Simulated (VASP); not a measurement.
OSZICAR of a VASP run on CrO2 (rutile):

**OSZICAR**
```
       N       E                     dE             d eps       ncg     rms          rms(c)
DAV:   1     0.616192420103E+03    0.61619E+03   -0.26524E+04  7200   0.181E+03
DAV:   2     0.463487585885E+01   -0.61156E+03   -0.57419E+03  7810   0.533E+02
DAV:   3    -0.656414157404E+02   -0.70276E+02   -0.68894E+02  8630   0.177E+02
DAV:   4    -0.674876228564E+02   -0.18462E+01   -0.17835E+01  8452   0.282E+01
DAV:   5    -0.675310682375E+02   -0.43445E-01   -0.43347E-01  9066   0.430E+00    0.481E+01
DAV:   6    -0.582405152780E+02    0.92906E+01   -0.13361E+02  8224   0.103E+02    0.302E+01
DAV:   7    -0.548027636097E+02    0.34378E+01   -0.76717E+01  8614   0.917E+01    0.209E+01
DAV:   8    -0.530050235112E+02    0.17977E+01   -0.57928E+00  7982   0.238E+01    0.652E+00
DAV:   9    -0.528526456620E+02    0.15238E+00   -0.13681E+00  9664   0.107E+01    0.205E+00
DAV:  10    -0.528469640573E+02    0.56816E-02   -0.16638E-01  8058   0.411E+00    0.107E+00
DAV:  11    -0.528473890450E+02   -0.42499E-03   -0.99630E-03  9844   0.781E-01    0.468E-01
DAV:  12    -0.528471026788E+02    0.28637E-03   -0.20699E-03  9282   0.482E-01    0.220E-01
DAV:  13    -0.528470910664E+02    0.11612E-04   -0.39164E-04  9298   0.202E-01    0.734E-02
DAV:  14    -0.528470625573E+02    0.28509E-04   -0.87944E-05  9344   0.783E-02    0.303E-02
DAV:  15    -0.528470611798E+02    0.13775E-05   -0.21200E-05  9558   0.399E-02    0.107E-02
DAV:  16    -0.528470612532E+02   -0.73409E-07   -0.16899E-06  8508   0.109E-02    0.496E-03
DAV:  17    -0.528470611553E+02    0.97877E-07   -0.35811E-07  6984   0.664E-03
   1 F= -.52847061E+02 E0= -.52846704E+02  d E =-.528471E+02  mag=     4.0000
       N       E                     dE             d eps       ncg     rms          rms(c)
DAV:   1    -0.528611540483E+02   -0.14093E-01   -0.45255E+00  7200   0.146E+01    0.127E+00
DAV:   2    -0.528581716618E+02    0.29824E-02   -0.13595E-01  8718   0.293E+00    0.912E-01
DAV:   3    -0.528536296238E+02    0.45420E-02   -0.12684E-02  9162   0.110E+00    0.537E-01
DAV:   4    -0.528523811044E+02    0.12485E-02   -0.65145E-03  9420   0.731E-01    0.327E-01
DAV:   5    -0.528523031072E+02    0.77997E-04   -0.10070E-03  8570   0.319E-01    0.183E-01
DAV:   6    -0.528522638545E+02    0.39253E-04   -0.13653E-04 10058   0.109E-01    0.120E-01
DAV:   7    -0.528522585904E+02    0.52641E-05   -0.40544E-05  9814   0.543E-02    0.329E-02
DAV:   8    -0.528522583209E+02    0.26947E-06   -0.23853E-06  9264   0.124E-02    0.179E-02
DAV:   9    -0.528522581842E+02    0.13669E-06   -0.16970E-06  8984   0.100E-02    0.578E-03
DAV:  10    -0.528522581878E+02   -0.35434E-08   -0.31884E-07  7190   0.431E-03
   2 F= -.52852258E+02 E0= -.52851981E+02  d E =-.519703E-02  mag=     4.0000
       N       E                     dE             d eps       ncg     rms          rms(c)
DAV:   1    -0.528541209250E+02   -0.18627E-02   -0.39618E-01  7200   0.433E+00    0.377E-01
DAV:   2    -0.528538843004E+02    0.23662E-03   -0.11922E-02  8680   0.875E-01    0.269E-01
DAV:   3    -0.528534944226E+02    0.38988E-03   -0.11567E-03  9238   0.343E-01    0.159E-01
DAV:   4    -0.528533665854E+02    0.12784E-03   -0.62672E-04  9356   0.230E-01    0.979E-02
DAV:   5    -0.528533605108E+02    0.60746E-05   -0.86892E-05  8658   0.913E-02    0.539E-02
DAV:   6    -0.528533574647E+02    0.30461E-05   -0.92616E-06 10154   0.257E-02    0.339E-02
DAV:   7    -0.528533571340E+02    0.33064E-06   -0.27061E-06  9762   0.134E-02    0.100E-02
DAV:   8    -0.528533571254E+02    0.85993E-08   -0.16321E-07  5546   0.348E-03
   3 F= -.52853357E+02 E0= -.52853025E+02  d E =-.629597E-02  mag=     4.0000
       N       E                     dE             d eps       ncg     rms          rms(c)
DAV:   1    -0.528533569269E+02    0.20715E-06   -0.88784E-04  7200   0.205E-01    0.180E-02
DAV:   2    -0.528533562353E+02    0.69152E-06   -0.26291E-05  8736   0.416E-02    0.132E-02
DAV:   3    -0.528533553476E+02    0.88770E-06   -0.26760E-06  9228   0.167E-02    0.775E-03
DAV:   4    -0.528533550294E+02    0.31823E-06   -0.14647E-06  9340   0.109E-02    0.473E-03
DAV:   5    -0.528533550146E+02    0.14847E-07   -0.18344E-07  4872   0.436E-03
   4 F= -.52853355E+02 E0= -.52853025E+02  d E =-.629386E-02  mag=     4.0000
       N       E                     dE             d eps       ncg     rms          rms(c)
DAV:   1    -0.528535549075E+02   -0.19988E-03   -0.13448E-02  7200   0.887E-01    0.106E-01
DAV:   2    -0.528534486500E+02    0.10626E-03   -0.30024E-04  8456   0.159E-01    0.773E-02
DAV:   3    -0.528534258355E+02    0.22814E-04   -0.10927E-04 10348   0.965E-02    0.551E-02
DAV:   4    -0.528534183793E+02    0.74563E-05   -0.39678E-05 10288   0.544E-02    0.383E-02
DAV:   5    -0.528534178709E+02    0.50839E-06   -0.44826E-06  9316   0.217E-02    0.243E-02
DAV:   6    -0.528534171517E+02    0.71915E-06   -0.18313E-06  9590   0.137E-02    0.204E-02
DAV:   7    -0.528534169339E+02    0.21778E-06   -0.89541E-07  9372   0.810E-03    0.276E-03
DAV:   8    -0.528534169396E+02   -0.56534E-08   -0.46266E-08  3864   0.175E-03
   5 F= -.52853417E+02 E0= -.52853098E+02  d E =-.619250E-04  mag=     4.0000
```

**Question.** Which electronic solver shows in the log?

**Answer.** It is blocked Davidson (ALGO = Normal, or the opening steps of other solvers). The INCAR had ALGO = Normal.

**Question.** How was spin treated?

**Answer.** Collinear spin (ISPIN = 2): the summary line carries one mag value, 4.00 μB in the cell.

**Question.** Can the final energy be trusted as converged?

**Answer.** The calculation finished and met its thresholds. It stopped with EDIFF = 1E-7, NELM = 100, NSW = 30 and EDIFFG = -0.01 after 5 ionic steps (PBEsol GGA, plane waves, VASP's PBE PAW potentials (set 64)).

The compound is CrO2 in the rutile structure. This cell is one point of a volume scan, at 0.94 of the reference volume. Symmetry was kept, so distortions that lower it aren't found.
